Aluminium is a good place to see what a density functional does to a crystal. It is a simple, non-magnetic metal, and its cubic lattice leaves only one length to settle. In each calculation the cell started from the same size, close to that of the real metal at room temperature, and was then allowed to relax.

Plane-wave DFT with VASP 6.6.1 for face-centred cubic aluminium, without spin polarisation or an added dispersion correction; 600 eV cutoff, 16 × 16 × 16 k mesh, Methfessel-Paxton smearing of 0.1 eV. The one-atom primitive cell was fully relaxed; lengths are its edges, and volume changes are relative to the starting cell.

```
 functional                            potentials  volume change (%)  relaxed length a (Å)  relaxed length b (Å)  relaxed length c (Å)
        LDA  VASP-PAW-LDA-potentials,-recommended             -4.750               2.81750               2.81750               2.81750
        PBE  VASP-PAW-PBE-potentials,-recommended             -0.760               2.85620               2.85620               2.85620
     PBEsol  VASP-PAW-PBE-potentials,-recommended             -2.500               2.83950               2.83950               2.83950
       RPBE  VASP-PAW-PBE-potentials,-recommended              0.880               2.87190               2.87190               2.87190
     r2SCAN  VASP-PAW-PBE-potentials,-recommended             -4.450               2.82040               2.82040               2.82040
       AM05  VASP-PAW-PBE-potentials,-recommended             -3.090               2.83370               2.83370               2.83370
rev-vdW-DF2  VASP-PAW-PBE-potentials,-recommended             -1.090               2.85300               2.85300               2.85300
```

1. How far does the choice of functional move the crystal?

From LDA, the smallest cell, to RPBE, the largest, the volume differs by 5.6 percentage points of the starting volume. The three relaxed lengths are equal in each row, so they carry one result and not three. They are the distance between neighbouring atoms; multiplied by √2 they give the edge of the familiar cubic cell. Because volume goes as the cube of length, the spread in length is only about a third as large in per cent, or 0.08 Å in the cubic edge.

The order from small to large is LDA, r2SCAN, AM05, PBEsol, rev-vdW-DF2, PBE, RPBE. Only RPBE makes the cell grow from its starting size. A more elaborate functional does not simply mean a larger cell: r2SCAN, which uses more information about the electrons than PBE does, ends up beside LDA.

2. Why do the gradient-corrected functionals give a larger cell than LDA?

Two limiting cases give the answer. In the first, the electrons are spread out perfectly evenly. LDA is built to be right there, and a gradient correction has nothing to act on, so LDA and PBE agree. In the second, the crystal has been pulled apart into separate atoms. Each atom has a dense centre and a thin tail, the density changes steeply, and the gradient correction lowers the energy strongly.

A real crystal lies between these limits. Stretching it moves it towards the second one, so the correction lowers the energy of the stretched crystal more than that of the compact one. An energy that falls as the volume grows is an outward pressure. LDA lacks this pressure and binds the atoms too tightly; PBE has it, and its cell comes out larger by 4.0 points.

This explanation is theory, and the table agrees with its direction. The gap is not due to the outer electrons alone, because each of the two rows uses potentials, the stand-ins for the nucleus and inner electrons, made for its own functional. That is the consistent choice, but it changes both things at once.

3. Why does PBEsol fall below PBE, and RPBE above it?

The same two limits help again. The functionals differ in how strongly they reward an uneven density. PBEsol was given a weaker exchange correction, suited to the gently varying densities inside solids. Its outward pressure is therefore smaller, and its cell is 1.7 points smaller than that of PBE.

RPBE goes the other way. For gentle gradients its exchange behaves like that of PBE, but it rises faster as the gradients become steeper. Its cell is larger than that of PBE by 1.6 points. These three functionals share one set of potentials, so only the functional changes from row to row. The price is that the inner electrons keep the form they have in PBE, a point that returns in the last question.

A reader can carry the rule to a neighbouring case: among functionals of this family, the one whose reward grows faster as the gradients in the crystal steepen should give the larger cell. A reward that stayed the same at every volume would exert no pressure. AM05, also built with slowly varying densities and surfaces in mind, fits the pattern by landing near PBEsol.

4. How large a pressure stands behind these differences?

A volume change becomes a pressure once the stiffness of the metal is known. Stiffness is measured by the bulk modulus B, the pressure needed per unit of relative volume change. The relaxations themselves supply it. Close to its best volume, a crystal stores energy like a spring, so the energy released on the way from the starting cell to the final one gives

B = 2 (ΔE/V + P x) / x²

Here ΔE is the energy released per atom, V the final volume per atom, P the small outward pressure left at the end, and x the relative expansion that would lead back to the starting cell. For RPBE, whose cell grew, both P and x are negative. The energies and pressures come from the outputs of the same runs and are not in the table. The seven rows give values between 76 and 86 GPa, with a median of 80 GPa. The spring picture is least exact for LDA and r2SCAN, which moved furthest: a metal softens as it is stretched, so their values are somewhat too low for the relaxed cell.

With this stiffness, the whole gap between LDA and RPBE corresponds to a pressure of

0.056 × 80 GPa ≈ 4.5 GPa

That is large by engineering standards, yet the energy at stake is tiny. Even LDA, which shrinks most, gains only about 10 meV per atom by relaxing. Near its minimum the energy curve is so flat that a slight tilt moves the best volume visibly. In a softer metal the same pressure would move it further, although the pressure itself would also differ from metal to metal.

5. PBE hardly changes the starting cell. Is it therefore the most accurate?

It looks so, since its volume changes least of all, by less than 1 %. The comparison is unfair, however. The starting cell resembles the metal at room temperature, where the atoms vibrate, whereas the calculation describes atoms at rest. Vibrating atoms push the lattice outward, because it is easier to pull neighbours apart than to press them together. Even at absolute zero some of this motion remains, as zero-point motion.

The size of this swelling can be estimated. At 300 K the vibrational energy of an atom is about 3kT, where k is Boltzmann's constant and T the temperature. Quantum mechanics adds roughly a tenth for a metal with a Debye temperature, the measure of its vibration frequencies, of about 400 K:

E = 3kT × 1.09 ≈ 0.084 eV per atom

The outward pressure is this energy per volume, multiplied by the Grüneisen parameter γ, which tells how quickly the vibrations slow down as the lattice expands. For aluminium γ is roughly 2.2; like the Debye temperature, this is a rough recalled value. With 16.2 Å³ per atom, and 1 eV/Å³ equal to about 160 GPa,

P = γE/V = 2.2 × 0.084 / 16.2 ≈ 0.011 eV/Å³ ≈ 1.8 GPa

Dividing by the stiffness gives the swelling:

P/B = 1.8 / 80 ≈ 2.3 %

A calculation with resting atoms should therefore give a cell a little over 2 % smaller than the starting one. By that standard PBE is about 1.5 points too large, and PBEsol, at −2.5 %, is the closest row. LDA is too small by about 2.5 points and RPBE too large by about 3.

The estimate is rough, and no calculation of the vibrations is at hand to test it. The ranking at the top does not hang on its exact value, though: PBEsol remains the closest row for any swelling between about 1.7 and 2.8 %. What looks like close agreement for PBE comes from an overlarge cell that happens to make up for about two thirds of the missing swelling.

6. Which of the small differences can be trusted?

The lengths are given to a ten-thousandth of an ångström (the last printed digit is always zero), but a relaxation stops when its forces and stresses are small, not when they are zero. What remains can be turned into a volume with the same stiffness. The case that matters is rev-vdW-DF2, which stopped with 0.1 GPa of outward pressure. Divided by its own bulk modulus of 76 GPa, this means that the cell would still have grown by about 0.13 %.

The printed gap between PBE and rev-vdW-DF2 is 0.33 points. With both relaxations finished it would shrink to about 0.2. The order survives, but more than a third of the gap came from where the relaxation stopped and not from the functional. For the other rows the leftover change is below 0.04 %, which does not disturb the order.

How far a finer mesh or a higher cutoff would shift the volumes is not tested here. Until that is tested, the hundredths of a percentage point should be left aside, and any gap of only two or three tenths calls for care.

7. Does rev-vdW-DF2 show what van der Waals attraction does to the metal?

It is tempting to think so, because this functional contains such an attraction within its correlation part. No separate dispersion correction was added on top. Attraction by itself should pull atoms together, yet the cell is 1.4 points larger than that of PBEsol.

The comparison does not isolate the attraction. For gentle gradients the exchange parts of the two functionals begin alike, but they differ for steeper ones, and the correlation parts are of different kinds. A functional acts through the balance of its parts, and changing two of them at once cannot reveal the effect of one. A cleaner test would leave out only the non-local term of the correlation, which carries the attraction, and keep all else fixed. Even that term also acts at short range, so the change would not be due to attraction alone.

8. Why does r2SCAN land next to LDA?

This is the row that the simple rule does not explain. r2SCAN includes gradient corrections, and by the argument of the second question it might have been placed among the other corrected functionals. Instead its cell is 2.0 points smaller than that of PBEsol and only 0.3 points larger than that of LDA.

One possible reason lies in the functional. Besides the density and its gradient, r2SCAN uses the kinetic energy of the electrons to recognise what kind of region it is in, and so can treat a metallic region differently from the tail of an atom. The gradient alone then no longer decides the outward pressure. That this makes aluminium so compact is a guess, because the table does not separate the ingredients.

The other possible reason lies in the potentials. Those used for r2SCAN were made for PBE, so the inner electrons are frozen in a form that does not belong to the functional acting on the outer ones. PBEsol, AM05, RPBE and rev-vdW-DF2 share this mismatch without ending up near LDA, but its effect need not be the same for each functional. A calculation with r2SCAN that treats all electrons explicitly would decide between the two. If the cell stayed as small, the compact lattice would belong to the functional; if it grew towards PBEsol, the potentials would be to blame.
